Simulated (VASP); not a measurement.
Input:

```
CELL_PARAMETERS angstrom
      3.76203     0.00000     0.00000
     -1.88102     3.25802     0.00000
      0.00000     0.00000     6.16624
ATOMIC_POSITIONS crystal
  Zn 0.33333 0.66667 0.00014
  Zn 0.66667 0.33333 0.50014
  S  0.33333 0.66667 0.37486
  S  0.66667 0.33333 0.87486
```

Method: PBE GGA, VASP's PBE PAW potentials (set 64) (plane waves; VASP 6.6.1). Run with 300 eV cut-off, 5×5×3 Γ-centred mesh, Fermi-Dirac smearing of 0.050 eV, potentials Zn S.

At this cut-off the stress carries a Pulay error, which pulls relaxed volumes low.

Problem. Give the stress tensor in GPa (positive for a compressed cell).

Solution. 
```
5.25  0.00  0.00
0.00  5.25  0.00
0.00  0.00  5.25
```
The pressure is its mean diagonal, 5.25 GPa.

The structure comes from a computed database's ZnS entry; how it stands against other phases isn't given here. The cell was not relaxed at this level.
